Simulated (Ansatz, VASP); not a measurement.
## LiBe in VASP and in Ansatz

```
Be Li
1.0
     2.81115    0.00000    0.00000
     0.00000    2.81115    0.00000
     0.00000    0.00000    2.81115
Be Li
1 1
Direct
  0.50000 0.50000 0.50000
  0.00000 0.00000 0.00000
```

The cell comes from a database or a generator and needn't be the stable form of this composition.

Alike in both runs: task relaxation of cell and atoms; functional PBE; k mesh 9 × 9 × 9; occupations fermi-dirac, width 0.05 eV; no spin polarisation.

|  | VASP | Ansatz |
| --- | --- | --- |
| version | VASP 6.6.1 | Ansatz 0.2.0 |
| potentials or method | VASP PAW PBE potentials, release 64 (Be, Li_sv) | Ansatz PAW |
| plane-wave cutoff (eV) | 600 | 420 |
| valence electrons in the cell | 5 | 5 |

Ansatz gave:

- gap on the k mesh at the Fermi level, each at its own relaxed structure (eV): none
- relaxed volume (Å³/atom): 11.19
- relaxed cell length with the largest relative difference (Å): 2.818

Problem. Which values does VASP return?

Solution. gap on the k mesh at the Fermi level, each at its own relaxed structure (eV): none; relaxed volume (Å³/atom): 11.14; relaxed cell length with the largest relative difference (Å): 2.814.

A gap of «none» marks a metal or a gap that the smearing closes.

Caveats: the cutoff is under 1.25 times the usual one of these potentials, so pressure, stress and relaxed cells hold a basis-set (Pulay) error (VASP); the plane-wave basis is chosen anew once the cell has moved, so the energies of steps on either side of that aren't comparable (Ansatz).
